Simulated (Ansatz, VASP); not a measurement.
# H17C8S3NO5F6: VASP beside Ansatz

Wanted: the spread between two codes on one cell, functional and k mesh. The structure shown is the start of the Ansatz relaxation below; VASP solves that cell, so the two are compared at the walk's first step.

Main program and level: Ansatz 0.2.0; plane waves, with VASP 6.6.1 beside it; single point at PBE with D4.

**1. Set-up**

The cell holds 120 atoms: 24 C, 9 S, 51 H, 3 N, 15 O and 18 F. Its edges and angles: a = 10.614 Å, b = 10.614 Å, c = 10.614 Å, α = 90.0°, β = 90.0°, γ = 90.0°.

**2. Ansatz: relaxation, PBE with D4**

Ansatz runs on its default PAW (the set named soft_2) files.

The two programs are compared at the cell with which this relaxation starts, whose forces are those of its first step.

Contents of input.yaml:

```yaml
crystal:
  lattice:
    - [10.61386, 0.0, 0.0]
    - [0.0, 10.61386, 0.0]
    - [0.0, 0.0, 10.61386]
  atoms:
    - { symbol: C, position: [0.4396, 0.58647, 0.50246] }
    - { symbol: C, position: [0.31244, 0.62946, 0.56897] }
    - { symbol: S, position: [0.21592, 0.7152, 0.44989] }
    - { symbol: C, position: [0.0962, 0.76861, 0.56183] }
    - { symbol: C, position: [0.00094, 0.67019, 0.60016] }
    - { symbol: C, position: [0.30663, 0.85864, 0.46522] }
    - { symbol: C, position: [0.36161, 0.89397, 0.34154] }
    - { symbol: H, position: [0.43194, 0.51121, 0.4303] }
    - { symbol: H, position: [0.47958, 0.66398, 0.44379] }
    - { symbol: H, position: [0.51021, 0.55732, 0.57134] }
    - { symbol: H, position: [0.26095, 0.54843, 0.59748] }
    - { symbol: H, position: [0.33634, 0.6921, 0.65145] }
    - { symbol: H, position: [0.13732, 0.80933, 0.64511] }
    - { symbol: H, position: [0.04966, 0.846, 0.51353] }
    - { symbol: H, position: [0.93802, 0.66577, 0.51901] }
    - { symbol: H, position: [0.93785, 0.71334, 0.67038] }
    - { symbol: H, position: [0.03317, 0.5734, 0.62159] }
    - { symbol: H, position: [0.23908, 0.93283, 0.47412] }
    - { symbol: H, position: [0.37676, 0.86844, 0.54597] }
    - { symbol: H, position: [0.29148, 0.89121, 0.26427] }
    - { symbol: H, position: [0.42682, 0.82345, 0.31008] }
    - { symbol: H, position: [0.4003, 0.98588, 0.3514] }
    - { symbol: C, position: [0.29711, 0.97802, 0.79322] }
    - { symbol: C, position: [0.38884, 0.99283, 0.9057] }
    - { symbol: S, position: [0.46517, 0.84373, 0.92977] }
    - { symbol: C, position: [0.56243, 0.89675, 0.06813] }
    - { symbol: C, position: [0.61622, 0.78746, 0.14448] }
    - { symbol: C, position: [0.59348, 0.86075, 0.81013] }
    - { symbol: C, position: [0.69846, 0.76548, 0.83307] }
    - { symbol: H, position: [0.23748, 0.05569, 0.78826] }
    - { symbol: H, position: [0.2407, 0.89451, 0.81273] }
    - { symbol: H, position: [0.35083, 0.96631, 0.70479] }
    - { symbol: H, position: [0.33835, 0.01717, 0.99986] }
    - { symbol: H, position: [0.44962, 0.07268, 0.88024] }
    - { symbol: H, position: [0.49497, 0.94702, 0.12645] }
    - { symbol: H, position: [0.63589, 0.95549, 0.02865] }
    - { symbol: H, position: [0.65399, 0.82893, 0.23398] }
    - { symbol: H, position: [0.54757, 0.72488, 0.183] }
    - { symbol: H, position: [0.68579, 0.73497, 0.08708] }
    - { symbol: H, position: [0.55, 0.84329, 0.72064] }
    - { symbol: H, position: [0.62496, 0.96025, 0.80957] }
    - { symbol: H, position: [0.77236, 0.78736, 0.90292] }
    - { symbol: H, position: [0.74186, 0.74879, 0.7441] }
    - { symbol: H, position: [0.664, 0.67577, 0.86874] }
    - { symbol: C, position: [0.77749, 0.50053, 0.36309] }
    - { symbol: C, position: [0.66286, 0.45544, 0.28711] }
    - { symbol: S, position: [0.71964, 0.36098, 0.16154] }
    - { symbol: C, position: [0.75918, 0.48064, 0.04453] }
    - { symbol: C, position: [0.82023, 0.42084, 0.92957] }
    - { symbol: C, position: [0.56653, 0.32985, 0.09416] }
    - { symbol: C, position: [0.52084, 0.20686, 0.14499] }
[... 13 lines left out ...]
    - { symbol: H, position: [0.4512, 0.1625, 0.08561] }
    - { symbol: H, position: [0.50348, 0.20395, 0.24566] }
    - { symbol: "N", position: [0.14125, 0.13017, 0.33044] }
    - { symbol: S, position: [0.16059, 0.22916, 0.22319] }
    - { symbol: O, position: [0.20534, 0.17604, 0.10576] }
    - { symbol: O, position: [0.22466, 0.34752, 0.25642] }
    - { symbol: C, position: [0.9988, 0.26562, 0.19666] }
    - { symbol: F, position: [0.96909, 0.2334, 0.07307] }
    - { symbol: F, position: [0.97942, 0.38978, 0.2088] }
    - { symbol: F, position: [0.91655, 0.20556, 0.27371] }
    - { symbol: S, position: [0.12854, 0.19719, 0.45667] }
    - { symbol: O, position: [0.06994, 0.32172, 0.46007] }
    - { symbol: O, position: [0.08992, 0.12629, 0.56677] }
    - { symbol: C, position: [0.29324, 0.23444, 0.48164] }
    - { symbol: F, position: [0.37423, 0.18936, 0.39446] }
    - { symbol: F, position: [0.31476, 0.3603, 0.50073] }
    - { symbol: F, position: [0.33611, 0.17588, 0.59065] }
    - { symbol: "N", position: [0.12123, 0.81137, 0.04627] }
    - { symbol: S, position: [0.99302, 0.86936, 0.08929] }
    - { symbol: O, position: [0.999, 0.96989, 0.18952] }
    - { symbol: O, position: [0.89428, 0.78012, 0.1051] }
    - { symbol: C, position: [0.95437, 0.95225, 0.94546] }
    - { symbol: F, position: [0.02693, 0.05905, 0.93723] }
    - { symbol: F, position: [0.8347, 0.98889, 0.94226] }
    - { symbol: F, position: [0.9789, 0.87819, 0.84456] }
    - { symbol: S, position: [0.11196, 0.68822, 0.96283] }
    - { symbol: O, position: [0.9942, 0.64111, 0.9125] }
    - { symbol: O, position: [0.21756, 0.67353, 0.87458] }
    - { symbol: C, position: [0.15284, 0.56932, 0.08713] }
    - { symbol: F, position: [0.27778, 0.56139, 0.1141] }
    - { symbol: F, position: [0.08131, 0.58269, 0.1979] }
    - { symbol: F, position: [0.12346, 0.45618, 0.03766] }
    - { symbol: "N", position: [0.74363, 0.18735, 0.4723] }
    - { symbol: S, position: [0.67379, 0.05639, 0.47561] }
    - { symbol: O, position: [0.63974, 0.02757, 0.34575] }
    - { symbol: O, position: [0.56639, 0.04586, 0.56057] }
    - { symbol: C, position: [0.79471, 0.94347, 0.50869] }
    - { symbol: F, position: [0.78124, 0.83016, 0.44826] }
    - { symbol: F, position: [0.79961, 0.91313, 0.62902] }
    - { symbol: F, position: [0.91207, 0.99392, 0.48654] }
    - { symbol: S, position: [0.77223, 0.23457, 0.60647] }
    - { symbol: O, position: [0.80843, 0.13789, 0.69374] }
    - { symbol: O, position: [0.84308, 0.34736, 0.61487] }
    - { symbol: C, position: [0.62103, 0.29487, 0.6544] }
    - { symbol: F, position: [0.53149, 0.2969, 0.56108] }
    - { symbol: F, position: [0.57434, 0.22047, 0.74808] }
    - { symbol: F, position: [0.63336, 0.41933, 0.69547] }
    - { symbol: O, position: [0.30243, 0.29108, 0.89582] }
    - { symbol: H, position: [0.22562, 0.31191, 0.84538] }
    - { symbol: H, position: [0.27879, 0.23389, 0.96686] }
    - { symbol: O, position: [0.4208, 0.52425, 0.86047] }
    - { symbol: H, position: [0.38339, 0.43817, 0.85221] }
    - { symbol: H, position: [0.35226, 0.58686, 0.87658] }
    - { symbol: O, position: [0.068, 0.30112, 0.76891] }
    - { symbol: H, position: [0.01222, 0.37389, 0.74722] }
    - { symbol: H, position: [0.05398, 0.23133, 0.70718] }
kpoints:
  mp_grid: { grid: [1, 1, 1] }
hamiltonian:
  xc: pbe
  dispersion: d4
scf:
  occupations: { method: fixed }
output:
  forces: true
relax:
  f_tol: 0.05
  max_steps: 200
  cell: {}
```

Run with:

```
$ ansatz run input.yaml --threads 4 --pin off --max-ram 8192MiB --backend cpu --events-out ev --progress --plain --runs-dir out
```

Numbers of over 12 decimals in the logs are rounded to 6 here.

What it wrote:

```text
Engine: ansatz 0.2.0, aarch64-unknown-linux-gnu
Pseudopotentials: kind: paw
Pseudopotential: C, paw, valence charge 4, recommended cutoff 420 eV (normal), C.paw.azcp
Pseudopotential: S, paw, valence charge 6, recommended cutoff 420 eV (normal), S.paw.azcp
Pseudopotential: H, paw, valence charge 1, recommended cutoff 420 eV (normal), H.paw.azcp
Pseudopotential: N, paw, valence charge 5, recommended cutoff 420 eV (normal), N.paw.azcp
Pseudopotential: O, paw, valence charge 6, recommended cutoff 420 eV (normal), O.paw.azcp
Pseudopotential: F, paw, valence charge 7, recommended cutoff 420 eV (normal), F.paw.azcp
Functional definition: PBE
  parameter kappa = 0.804
  parameter beta = 0.066725
  exchange = pbe_x(kappa = kappa, mu = beta*pi^2/3)
  correlation = pbe_c(beta = beta)
Crystal: 120 atoms, lattice volume = 1195.694 Å³
Basis set: ecut = 420 eV, 23439 PW (Γ), exchange–correlation on 144×144×144 points (8 copies of the dense FFT grid, shifted against one another)
Bands: 336, of which v1, the nominal top of the filled ones, is band 216 counted from 1 (215 counted from 0)
Symmetry: 1 space group operations
Space group: P1 (ITA 1), of the structure as read, at distance tolerance 1.1e-4 Å
k-points: 1
Non-local potential: C, projectors of the file, l = 0: 2, l = 1: 2, l = 2: 1
Non-local potential: S, projectors of the file, l = 0: 2, l = 1: 2, l = 2: 2
Non-local potential: H, projectors of the file, l = 0: 2, l = 1: 1
Non-local potential: N, projectors of the file, l = 0: 2, l = 1: 2, l = 2: 1
Non-local potential: O, projectors of the file, l = 0: 2, l = 1: 2, l = 2: 1
Non-local potential: F, projectors of the file, l = 0: 2, l = 1: 2, l = 2: 1
PAW form: soft (Blöchl's): semilocal exchange-correlation on the pseudo side does not see the compensation charge
PAW one-centre angular grid: C, 110 points (default); XC on 64 Gauss nodes
PAW one-centre angular grid: S, 110 points (default); XC on 64 Gauss nodes
PAW one-centre angular grid: H, 110 points (default); XC on 64 Gauss nodes
PAW one-centre angular grid: N, 110 points (default); XC on 64 Gauss nodes
PAW one-centre angular grid: O, 110 points (default); XC on 64 Gauss nodes
PAW one-centre angular grid: F, 110 points (default); XC on 64 Gauss nodes
Initial density: superposition of atomic densities (neutral atoms: chi_scale 0, normalization atom), corrected by the library's trained network
Initial wavefunctions: pseudopotential atomic-orbital guess
Functional: x = pbe(κ = 0.804, μ = 0.219515), c = pbe(β = 0.066725)
SCF iter   1: F=—  HF=-39150.994530 eV  |F-HF|=—  |Δ(HF+E_count)|=         —  Δρ=6.49e-3  dr2=6.27e-1  ethr=1.77e-3  ⟨swp⟩=5.0  Hψ=1115  notcnv=0  defer=118
preconditioner: auto → Resta (q_TF=auto, 2.303 Å⁻¹)  ε∞=2.8  [insulator: Δε(μ)=4.192 eV  Ē_g=15.772 eV  n_scr=250 (ndim 8)  ℏωp=21.4 eV  f_vac=0.173  ε∞_Penn≈2.8]
SCF iter   2: F=—  HF=-39150.809611 eV  |F-HF|=—  |Δ(HF+E_count)|=   1.85e-1  Δρ=3.09e-3  dr2=1.08e-1  ethr=1.45e-4  ⟨swp⟩=2.0  Hψ=529  notcnv=0  defer=118
SCF iter   3: F=—  HF=-39150.807268 eV  |F-HF|=—  |Δ(HF+E_count)|=   2.34e-3  Δρ=1.33e-3  dr2=2.62e-2  ethr=2.50e-5  ⟨swp⟩=3.0  Hψ=411  notcnv=0  defer=62
automatic band count: iteration 3 solves 280 bands in place of 336: the levels show a gap, and the empty bands left out lie too high to hold charge; the band table lists the bands solved (type scf.n_extra_bands for more)
SCF iter   4: F=—  HF=-39150.804932 eV  |F-HF|=—  |Δ(HF+E_count)|=   2.34e-3  Δρ=4.81e-4  dr2=3.31e-3  ethr=6.08e-6  ⟨swp⟩=2.0  Hψ=416  notcnv=0  defer=62
SCF iter   5: F=—  HF=-39150.804787 eV  |F-HF|=—  |Δ(HF+E_count)|=   1.45e-4  Δρ=2.98e-4  dr2=1.05e-3  ethr=7.66e-7  ⟨swp⟩=2.0  Hψ=420  notcnv=0  defer=62
SCF iter   6: F=—  HF=-39150.804689 eV  |F-HF|=—  |Δ(HF+E_count)|=   9.83e-5  Δρ=9.70e-5  dr2=1.20e-4  ethr=2.42e-7  ⟨swp⟩=2.0  Hψ=418  notcnv=0  defer=60
SCF iter   7: F=—  HF=-39150.804680 eV  |F-HF|=—  |Δ(HF+E_count)|=   8.32e-6  Δρ=3.68e-5  dr2=1.58e-5  ethr=2.78e-8  ⟨swp⟩=2.0  Hψ=417  notcnv=0  defer=58
SCF iter   8: F=—  HF=-39150.806110 eV  |F-HF|=—  |Δ(HF+E_count)|=   1.43e-3  Δρ=1.88e-5  dr2=3.88e-6  ethr=3.65e-9  ⟨swp⟩=2.0  Hψ=489  notcnv=0  defer=58
SCF iter   9: F=—  HF=-39150.806110 eV  |F-HF|=—  |Δ(HF+E_count)|=   2.60e-7  Δρ=5.16e-6  dr2=3.16e-7  ethr=8.98e-10  ⟨swp⟩=3.0  Hψ=418  notcnv=0  defer=58
SCF iter  10: F=-39150.806110 eV  HF=-39150.806110 eV  |F-HF|=2.97e-8  |Δ(HF+E_count)|=   1.72e-7  Δρ=2.84e-6  dr2=8.43e-8  ethr=2.31e-11  ⟨swp⟩=5.0  Hψ=944  notcnv=0
SCF 1 converged in 10 iterations: F = -39150.806110 eV  dr2 = 8.43e-8
  greatest PAW one-centre occupation: 0.936 electrons in one spin orbital (limit 2), on the F atom at site 72 (counted from 0), in its partial waves of l = 0
[...]
- { symbol: H, position: [-0.033849, 0.710348, 0.419580] }
    - { symbol: H, position: [0.978737, 0.486033, 0.495607] }
    - { symbol: H, position: [0.868221, 0.566503, 0.574069] }
    - { symbol: H, position: [0.00512638, 0.544128, 0.639924] }
    - { symbol: H, position: [0.123647, 0.877582, 0.369957] }
    - { symbol: H, position: [0.210982, 0.893704, 0.498801] }
    - { symbol: H, position: [0.301844, 0.827344, 0.243010] }
    - { symbol: H, position: [0.396432, 0.848548, 0.366809] }
    - { symbol: H, position: [0.322230, 0.973336, 0.309357] }
    - { symbol: C, position: [0.340573, 0.989605, 0.791660] }
    - { symbol: C, position: [0.400541, 1.001973, 0.910080] }
    - { symbol: S, position: [0.473983, 0.865819, 0.954576] }
    - { symbol: C, position: [0.553159, 0.925831, 0.081973] }
    - { symbol: C, position: [0.604019, 0.827800, 0.158303] }
    - { symbol: C, position: [0.591148, 0.857374, 0.836893] }
    - { symbol: C, position: [0.662883, 0.745756, 0.851026] }
    - { symbol: H, position: [0.290146, 0.070566, 0.780237] }
    - { symbol: H, position: [0.277847, 0.908175, 0.792047] }
    - { symbol: H, position: [0.405953, 0.988568, 0.715610] }
    - { symbol: H, position: [0.334559, 0.012073, 0.984695] }
    - { symbol: H, position: [0.468634, 0.079424, 0.908070] }
    - { symbol: H, position: [0.483831, 0.971312, 0.133312] }
    - { symbol: H, position: [0.622179, 0.995545, 0.047106] }
    - { symbol: H, position: [0.635862, 0.871135, 0.239687] }
    - { symbol: H, position: [0.534605, 0.755027, 0.184914] }
    - { symbol: H, position: [0.680257, 0.787896, 0.112979] }
    - { symbol: H, position: [0.541054, 0.853152, 0.755002] }
    - { symbol: H, position: [0.646154, 0.944657, 0.833584] }
    - { symbol: H, position: [0.720829, 0.752508, 0.927112] }
    - { symbol: H, position: [0.722063, 0.740771, 0.770277] }
    - { symbol: H, position: [0.604444, 0.660737, 0.859370] }
    - { symbol: C, position: [0.745923, 0.568834, 0.297993] }
    - { symbol: C, position: [0.654340, 0.497082, 0.225599] }
    - { symbol: S, position: [0.724117, 0.381198, 0.138177] }
    - { symbol: C, position: [0.797406, 0.468175, 0.011355] }
    - { symbol: C, position: [0.876061, 0.387212, 0.937988] }
    - { symbol: C, position: [0.595467, 0.305436, 0.069657] }
    - { symbol: C, position: [0.514186, 0.234098, 0.163510] }
[...]
- { symbol: H, position: [0.444177, 0.180571, 0.118053] }
    - { symbol: H, position: [0.467397, 0.295141, 0.222870] }
    - { symbol: N, position: [0.223993, 0.165666, 0.350285] }
    - { symbol: S, position: [0.189641, 0.239463, 0.232951] }
    - { symbol: O, position: [0.218354, 0.164880, 0.130462] }
    - { symbol: O, position: [0.230056, 0.368142, 0.226660] }
    - { symbol: C, position: [1.017940, 0.234369, 0.245200] }
    - { symbol: F, position: [0.975172, 0.207481, 0.137770] }
    - { symbol: F, position: [0.981988, 0.344474, 0.276219] }
    - { symbol: F, position: [0.972189, 0.150447, 0.325900] }
    - { symbol: S, position: [0.208889, 0.226675, 0.478024] }
    - { symbol: O, position: [0.134155, 0.329125, 0.485330] }
    - { symbol: O, position: [0.190557, 0.128209, 0.568370] }
    - { symbol: C, position: [0.362846, 0.296142, 0.505381] }
    - { symbol: F, position: [0.441812, 0.210179, 0.505302] }
    - { symbol: F, position: [0.400286, 0.382244, 0.420321] }
    - { symbol: F, position: [0.359620, 0.350845, 0.611882] }
    - { symbol: N, position: [0.123880, 0.810539, 0.010129] }
    - { symbol: S, position: [1.000118, 0.848580, 0.072756] }
    - { symbol: O, position: [1.027219, 0.914645, 0.180126] }
    - { symbol: O, position: [0.900262, 0.755004, 0.079207] }
    - { symbol: C, position: [0.953336, 0.964922, 0.962001] }
    - { symbol: F, position: [0.037743, 0.055988, 0.942931] }
    - { symbol: F, position: [0.850993, 1.010330, 1.005389] }
    - { symbol: F, position: [0.931046, 0.911186, 0.857338] }
    - { symbol: S, position: [0.133456, 0.689851, 0.934207] }
    - { symbol: O, position: [1.028473, 0.645888, 0.872010] }
    - { symbol: O, position: [0.248770, 0.699183, 0.866420] }
    - { symbol: C, position: [0.155362, 0.571888, 0.053403] }
    - { symbol: F, position: [0.257699, 0.601985, 0.107357] }
    - { symbol: F, position: [0.063843, 0.564881, 0.136804] }
    - { symbol: F, position: [0.161316, 0.463079, 0.00208855] }
    - { symbol: N, position: [0.751405, 0.159464, 0.528184] }
    - { symbol: S, position: [0.671461, 0.038325, 0.500929] }
    - { symbol: O, position: [0.642470, 0.042060, 0.375804] }
    - { symbol: O, position: [0.577298, -0.00267485, 0.589966] }
    - { symbol: C, position: [0.780310, 0.915617, 0.508012] }
    - { symbol: F, position: [0.718822, 0.804417, 0.501216] }
    - { symbol: F, position: [0.836108, 0.917619, 0.612024] }
    - { symbol: F, position: [0.863245, 0.926703, 0.417129] }
    - { symbol: S, position: [0.773877, 0.213705, 0.657343] }
    - { symbol: O, position: [0.744341, 0.132762, 0.761060] }
    - { symbol: O, position: [0.888602, 0.285022, 0.650404] }
    - { symbol: C, position: [0.660987, 0.333810, 0.671990] }
    - { symbol: F, position: [0.640909, 0.385111, 0.564761] }
    - { symbol: F, position: [0.557616, 0.283740, 0.722339] }
    - { symbol: F, position: [0.703174, 0.424065, 0.742561] }
    - { symbol: O, position: [0.315943, 0.280819, 0.904271] }
    - { symbol: H, position: [0.244306, 0.283876, 0.856205] }
    - { symbol: H, position: [0.281903, 0.253703, 0.983482] }
    - { symbol: O, position: [0.445934, 0.506114, 0.895804] }
    - { symbol: H, position: [0.397089, 0.426502, 0.896712] }
    - { symbol: H, position: [0.386248, 0.566302, 0.899475] }
    - { symbol: O, position: [0.114526, 0.259359, 0.772515] }
    - { symbol: H, position: [0.037951, 0.287452, 0.750251] }
    - { symbol: H, position: [0.134593, 0.204906, 0.707395] }
```

(Continued in part 2 of 2.)

[Lines on the potential files, build, host, timing and source positions are cut from VASP's logs without a mark.]

[Logs are printed without paths, hosts, clocks, repeated set-up lines and the standing remarks that a program may print on its own settings, such as how far it seeks lower states.]

[Hosts, paths, dates, database ids (printed as entryN), source tags and the programs' standing remarks are cut or masked in the printed files.]
